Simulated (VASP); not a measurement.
CuO2 under changes of volume

One of the cells (10.870 Å³/atom); the others are scaled copies at fixed shape and fractional positions:

```
Cu O
1.0
     1.42197   -5.24526    0.00000
     1.42197    5.24526    0.00000
     0.00000    0.00000    4.37219
Cu O
2 4
Direct
  0.16725 0.83275 0.75000
  0.83275 0.16725 0.25000
  0.78897 0.21103 0.75000
  0.21103 0.78897 0.25000
  0.55149 0.44851 0.75000
  0.44851 0.55149 0.25000
```

The cell comes from a database or a generator and needn't be the stable form of this composition.

| Quantity | Value |
| --- | --- |
| Program | VASP 6.6.1 |
| Functional | PBEsol |
| Potentials or basis | VASP PAW PBE potentials, release 64 (Cu, O) |
| Cutoff | 520 eV |
| k mesh | 10 × 10 × 6 |
| Occupations | fermi-dirac, width 0.05 eV |
| Spin | no spin polarisation |

```tsv
volume (Å³/atom)	energy over the lowest point (meV/atom)	pressure (GPa)	largest force (eV/Å)
10.018	?	?	?
10.231	0.00	-1.6	0.217
10.444	4.04	-4.9	0.234
10.870	24.13	-10.5	0.608
11.083	39.30	-12.8	0.772
11.296	57.36	-14.8	0.923
```

Task: What does the run at 10.018 Å³/atom give?

Result: Energy over the lowest point 0.67 meV/atom; pressure 2.2 GPa; largest force 0.465 eV/Å.

Worked out: A Birch-Murnaghan fit of order 3 (a polynomial in V^(-2/3)) to the other rows has its minimum at 10.15 Å³/atom, just outside them, with B0 = V·E''(V) = 176 GPa and B' = 4.7 at fixed shape and positions, which overstates the stiffness. It gives 0.66 meV/atom at 10.018 Å³/atom, against the run's 0.67, and -dE/dV = 2.4 GPa, against 2.2.

Energies are extrapolated to zero smearing.

Caveats: the PAW data sets were made with another functional, which shifts forces and pressure a little; the run has no spin polarisation, though such a crystal can be magnetic.
